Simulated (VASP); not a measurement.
Write the native input for VASP 6.6.1 that does the following.

```
Task                    : density of states
Functional              : PBE
Potentials or basis     : VASP PAW PBE potentials, release 64 (Ga_d, Ge_d, O)
Cutoff                  : 520 eV
k mesh                  : 4 × 4 × 4
Occupations             : gaussian, width 0.03 eV
Spin                    : no spin polarisation
k mesh for the DOS      : 6 × 6 × 6
Occupations for the DOS : tetrahedron
Further INCAR settings  : ALGO = Normal; EDIFF = 1e-07; NBANDS = 85
```

The system is Ga2Ge2O3.

```
CELL_PARAMETERS angstrom
-4.31327 4.31327 4.31327
4.31327 -4.31327 4.31327
4.31327 4.31327 -4.31327
ATOMIC_POSITIONS crystal
Ga 0.50000 0.00000 0.00236
Ga 0.00236 0.50000 0.00000
Ga 0.00000 0.00236 0.50000
Ga 0.49764 0.49764 0.49764
Ge 0.10848 0.10848 0.10848
Ge 0.00000 0.39152 0.50000
Ge 0.50000 0.00000 0.39152
Ge 0.39152 0.50000 0.00000
O 0.40500 0.15500 0.25000
O 0.09500 0.34500 0.75000
O 0.75000 0.09500 0.34500
O 0.25000 0.40500 0.15500
O 0.34500 0.75000 0.09500
O 0.15500 0.25000 0.40500
```

The cell was built by a generator and needn't be a form met in nature.

These files were run (other wordings do the same):

POSCAR

```
Ga2Ge2O3                                
1.0
   -4.3132706549      4.3132706549      4.3132706549
    4.3132706549     -4.3132706549      4.3132706549
    4.3132706549      4.3132706549     -4.3132706549
  Ga              Ge              O             
     4     4     6
Direct
     0.5000000000000000    0.0000000000000000    0.0023603681075784
     0.0023603681075784    0.5000000000000000    0.0000000000000000
     0.0000000000000000    0.0023603681075784    0.5000000000000000
     0.4976396318924215    0.4976396318924215    0.4976396318924215
     0.1084760229058621    0.1084760229058621    0.1084760229058621
     1.0000000000000000    0.3915239770941380    0.5000000000000000
     0.5000000000000000    1.0000000000000000    0.3915239770941380
     0.3915239770941380    0.5000000000000000    0.0000000000000000
     0.4049973712453865    0.1549973712453795    0.2500000000000000
     0.0950026287546135    0.3450026287546135    0.7500000000000000
     0.7500000000000000    0.0950026287546135    0.3450026287546135
     0.2500000000000000    0.4049973712453865    0.1549973712453795
     0.3450026287546135    0.7500000000000000    0.0950026287546135
     0.1549973712453795    0.2500000000000000    0.4049973712453865
```

INCAR.step1

```
SYSTEM = Ga2Ge2O3
PREC = Accurate
ENCUT = 520
EDIFF = 1E-7
ISMEAR = 0
SIGMA = 0.03
LREAL = .FALSE.
LASPH = .TRUE.
NELM = 80
ALGO = Normal
ISIF = 2
LWAVE = .FALSE.
LCHARG = .TRUE.
GGA = PE
NBANDS = 85
KPAR = 4
```

KPOINTS.step1

```
regular mesh
0
G
  4 4 4
  0 0 0
```

INCAR.step2

```
SYSTEM = Ga2Ge2O3
PREC = Accurate
ENCUT = 520
EDIFF = 1E-7
ISMEAR = -5
SIGMA = 0.03
LREAL = .FALSE.
LASPH = .TRUE.
NELM = 80
ALGO = Normal
ISIF = 2
LWAVE = .FALSE.
LCHARG = .FALSE.
GGA = PE
LORBIT = 10
NBANDS = 85
KPAR = 4
NEDOS = 2001
ICHARG = 11
```

KPOINTS.step2

```
regular mesh
0
G
  6 6 6
  0 0 0
```

Potentials or basis: VASP PAW PBE potentials, release 64 (Ga_d, Ge_d, O).

Launch:

```sh
$ cat potpaw_PBE.64/Ga_d/POTCAR potpaw_PBE.64/Ge_d/POTCAR potpaw_PBE.64/O/POTCAR > POTCAR
$ cp INCAR.step1 INCAR
$ cp KPOINTS.step1 KPOINTS
$ mpirun -np 4 vasp_std > vasp.out
$ cp INCAR.step2 INCAR
$ cp KPOINTS.step2 KPOINTS
$ mpirun -np 4 vasp_std > vasp.out
```

It gave:

```json
{
 "Valence electrons inside the program's atomic spheres": "Ga 11.40; Ge 12.24; O 5.01"
}
```

Wall time 2.8 min on 4 MPI ranks on AMD EPYC 9R45 (Zen 5) (shared host), peak memory 0.61 GiB a rank.
